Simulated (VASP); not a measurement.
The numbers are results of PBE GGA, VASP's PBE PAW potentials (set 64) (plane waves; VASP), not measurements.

The input files of a VASP run:

POSCAR:
```
TiO2
1
   -1.8701580737     1.8701580737     4.3155327713
    1.8701580737    -1.8701580737     4.3155327713
    1.8701580737     1.8701580737    -4.3155327713
Ti O
2 4
Direct
  0.7500000000   0.2500000000   0.5000000000
  0.0000000000   0.0000000000   0.0000000000
  0.5269353138   0.0269353138   0.5000000000
  0.7769353138   0.7769353138   0.0000000000
  0.2230646862   0.2230646862   0.0000000000
  0.9730646862   0.4730646862   0.5000000000
```

KPOINTS:
```
K-points
0
Gamma
  8 8 8
```

**INCAR**
```
SYSTEM = TiO2
PREC = Accurate
ENCUT = 620
EDIFF = 1E-6
NELM = 100
ALGO = Normal
LREAL = .FALSE.
LASPH = .TRUE.
ISMEAR = 0
SIGMA = 0.05
GGA = PE
LMAXMIX = 4
LWAVE = .FALSE.
LCHARG = .FALSE.
IBRION = 2
ISIF = 3
NSW = 40
EDIFFG = -0.02
PSTRESS = 300
```

POTCAR, in this order: Ti_sv O (PBE.64 set). Program: vasp_std.

Q: Predict the energy per atom (σ→0), volume per atom, band gap (on the k-mesh).

A: 
```yaml
energy per atom (σ→0): -852.4 kJ/mol of atoms
band gap (on the k-mesh): 1.80 eV
volume_per_atom: 10.07 Å³/atom
```

File OSZICAR:
```
...
   2 F= -.41698142E+02 E0= -.41698142E+02  d E =0.499609E-04
       N       E                     dE             d eps       ncg     rms          rms(c)
DAV:   1    -0.530069758069E+02    0.55631E-02   -0.26221E-02  3320   0.142E+00    0.121E-01
DAV:   2    -0.530069004233E+02    0.75384E-04   -0.99983E-04  3716   0.286E-01    0.647E-02
DAV:   3    -0.530068371508E+02    0.63273E-04   -0.23519E-04  4140   0.138E-01    0.149E-02
DAV:   4    -0.530068371331E+02    0.17719E-07   -0.40622E-05  4436   0.465E-02    0.116E-02
DAV:   5    -0.530068374344E+02   -0.30135E-06   -0.16058E-06  2212   0.157E-02
   3 F= -.41698248E+02 E0= -.41698248E+02  d E =-.564338E-04
```

The compound is TiO2 in the anatase structure, one of several forms; rutile is the usual stable one. This run relaxes it under an external pressure of 30 GPa. Symmetry was kept, so distortions that lower it aren't found.
